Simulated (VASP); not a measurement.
A run of VASP 6.6.1 is set up as follows.

The input INCAR:

```
ALGO = Normal ; EDIFF = 1E-7
ENCUT = 520 ; GGA = PE
ISIF = 2 ; ISMEAR = -1
LASPH = True ; LCHARG = False
LREAL = Auto ; LWAVE = False
NBANDS = 71 ; NELM = 80
PREC = Accurate ; SIGMA = 0.02
```

The input KPOINTS:

```
k-points
0
Gamma
  1 1 1
```

Contents of POSCAR:

```
H20SO12
1.0
    6.9561890000      0.0000000000      0.0000000000
    0.0000000000      6.9561890000      0.0000000000
    0.0000000000      0.0000000000      6.9561890000
O H S
12 20 1
Direct
    0.1728101407      0.7486570592     -0.0379661910
    0.3599240906      0.1835200280      0.7065075431
    0.0899199260      0.5093449876      0.4482770667
    0.5218374601      0.9933025109      1.0577487184
    0.8546633796      0.8745162042      0.3155750944
    0.3970852431      0.8714398071      0.4373802954
    0.8811865233      0.9406012401      0.6711433516
    0.0349185452      0.1629484190      0.1516778799
    0.9774317518      0.3584865219      0.8401151838
    0.3586590301      0.2914383149      0.2815909688
    0.6043682827      0.6227260358      0.8558134346
    0.6356785303      0.4290280209      0.5486624932
    0.0571002312      0.7999638883      0.0030907728
    0.1416436500      0.6108660935     -0.0616141971
    0.3697858123      0.0779593539      0.6059352326
    0.2167278664      0.2123864087      0.7205525899
   -0.0028607618      0.5859674026      0.3806107051
    0.0210460067      0.4287117558      0.5296434585
    0.4867032796      1.0822161388      0.9523893040
    0.4929854551      0.8666958301      1.0025748294
    0.8644819743      0.9247161053      0.4423111563
    0.7252821912      0.8570784951      0.2996755839
    0.3915074763      0.9367341802      0.3124124431
    0.3212391153      0.7562330466      0.4082839037
    0.9586283524      0.8380738361      0.7279129420
    0.8608449253      1.0237933443      0.7775521913
    0.1659385620      0.1684543074      0.2028840792
   -0.0271844253      0.0441477366      0.2065211282
    0.9863446781      0.2872118627      0.9681163062
    0.8458223317      0.4143360682      0.8607874225
    0.2803690354      0.3726178228      0.3566608095
    0.4830087279      0.3022775833      0.3381592996
    0.5117169761      0.5182147869      0.6963583077
```

Potentials or basis: VASP PAW PBE potentials, release 64 (O, H, S).

The run is started by

```bash
$ cat potpaw_PBE.64/O/POTCAR potpaw_PBE.64/H/POTCAR potpaw_PBE.64/S/POTCAR > POTCAR
$ mpirun -np 1 vasp_gam > vasp.out
```

Q: What does it give for the largest force?

A: 3.636 eV/Å.

Q: What does it give for the band gap on the k mesh?

A: 2.38 eV, direct.

Stress tensor (GPa, compression positive):
```
 3.33  0.03  0.23
 0.03  0.87 -0.39
 0.23 -0.39  2.29
```
